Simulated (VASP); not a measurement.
```
LiCl
1.0
    0.00000     2.62140     2.62140
    2.62140     0.00000     2.62140
    2.62140     2.62140     0.00000
Li Cl
1 1
Direct
  0.00000   0.00000   0.00000
  0.50000   0.50000   0.50000
```

The base run (VASP): PBE GGA, plane waves, VASP's PBE PAW potentials (set 64). Run with 520 eV cut-off, 8×8×8 Γ-centred mesh, Gaussian smearing of 0.050 eV, potentials Li_sv Cl.

One setting is varied; ΔE counts from the base run. The base run took about 6 core-seconds. Costs are core time on shared hosts, one run each; read them as rough ratios.

Pressures at a finite cut-off, here 520 eV, hold a Pulay part, which wasn't tested here.

```tsv
setting	cost over the base run	electronic steps	ΔE (meV/atom)	pressure (GPa)
SYMPREC = 1E-3	within a factor of 2	13	0.0	-1.61
ISYM = 1	within a factor of 2	13	0.0	-1.61
base run	reference	13	0.0	-1.61
ISYM = 0	about 5 times	12	0.0	-1.60
ISYM = -1	about 9 times	12	0.0	-1.60
```

Left out are runs that failed, have no time on record or changed the cell.

The compound is LiCl in the rock salt structure. The cell was not relaxed at this level.
